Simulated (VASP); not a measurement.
All values below come from PBEsol GGA, VASP's PBE PAW potentials (set 64) (plane waves; VASP).

Input for VASP

**INCAR**
```
SYSTEM = CdSe
PREC = Accurate
ENCUT = 530
EDIFF = 1E-7
NELM = 100
ALGO = Normal
LREAL = .FALSE.
LASPH = .TRUE.
ISMEAR = 0
SIGMA = 0.05
GGA = PS
LMAXMIX = 4
LWAVE = .FALSE.
LCHARG = .FALSE.
IBRION = 6
ISIF = 3
NFREE = 2
POTIM = 0.015
NSW = 1
```

File POSCAR:
```
CdSe
1
    2.1504413574    -3.7246734532     0.0000000000
    2.1504413574     3.7246734532    -0.0000000000
   -0.0000000000     0.0000000000     7.0129701318
Cd Se
2 2
Direct
  0.6666670000   0.3333330000   0.4999720194
  0.3333330000   0.6666670000   0.9999720194
  0.6666670000   0.3333330000   0.8760279806
  0.3333330000   0.6666670000   0.3760279806
```

### KPOINTS
```
kpoints
0
G
 6 6 3
```

POTCAR, in this order: Cd Se (PBE.64 set). Program: vasp_std.

The resulting files:

OUTCAR:
```
 ion  position               nearest neighbor table
   1  0.667  0.333  0.500-   4 2.63   4 2.63   4 2.63   3 2.64
   2  0.333  0.667  1.000-   3 2.63   3 2.63   3 2.63   4 2.64
   3  0.667  0.333  0.876-   2 2.63   2 2.63   2 2.63   1 2.64
   4  0.333  0.667  0.376-   1 2.63   1 2.63   1 2.63   2 2.64
  LATTYP: Found a hexagonal cell.
 ALAT       =     4.3008825100
 C/A-ratio  =     1.6305886328
 Subroutine PRICEL returns:
 Original cell was already a primitive cell.
 Subroutine GETGRP returns: Found 12 space group operations
The static configuration has the point symmetry C_3v.
 The point group associated with its full space group is C_6v.
The dynamic configuration has the point symmetry C_3v.
 Subroutine INISYM returns: Found 12 space group operations
 Subroutine IBZKPT returns following result:
 Found     14 irreducible k-points:

 Following reciprocal coordinates:
            Coordinates               Weight
  0.000000  0.000000  0.000000      1.000000
  0.166667  0.000000  0.000000      6.000000
  0.333333  0.000000  0.000000      6.000000
  0.500000  0.000000  0.000000      3.000000
  0.166667  0.166667  0.000000      6.000000
  0.333333  0.166667  0.000000     12.000000
  0.333333  0.333333  0.000000      2.000000
  0.000000  0.000000  0.333333      2.000000
  0.166667  0.000000  0.333333     12.000000
  0.333333  0.000000  0.333333     12.000000
  0.500000  0.000000  0.333333      6.000000
  0.166667  0.166667  0.333333     12.000000
  0.333333  0.166667  0.333333     24.000000
  0.333333  0.333333  0.333333      4.000000
 Subroutine IBZKPT_HF returns following result:
   k-points           NKPTS =     14   k-points in BZ     NKDIM =     14   number of bands    NBANDS=     22
   number of dos      NEDOS =    301   number of ions     NIONS =      4
   total plane-waves  NPLWV =  55296
   dimension x,y,z NGX =    32 NGY =   32 NGZ =   54
   dimension x,y,z NGXF=    64 NGYF=   64 NGZF=  108
...
```

**OUTCAR**
```


 TOTAL ELASTIC MODULI (kBar)
 Direction    XX          YY          ZZ          XY          YZ          ZX
 --------------------------------------------------------------------------------
 XX         740.5977    460.5852    388.8488     -0.0000      0.0000      0.0000
 YY         460.5852    740.5975    388.8488      0.0000     -0.0000     -0.0000
 ZZ         388.8488    388.8488    831.2948     -0.0000      0.0000     -0.0000
 XY          -0.0000      0.0000     -0.0000    140.0062      0.0000      0.0000
 YZ           0.0000     -0.0000      0.0000      0.0000    126.3965     -0.0000
 ZX           0.0000     -0.0000     -0.0000      0.0000     -0.0000    126.3966
 --------------------------------------------------------------------------------
```
(Selected blocks of OUTCAR.)

The compound is CdSe in the wurtzite structure. It was relaxed first.
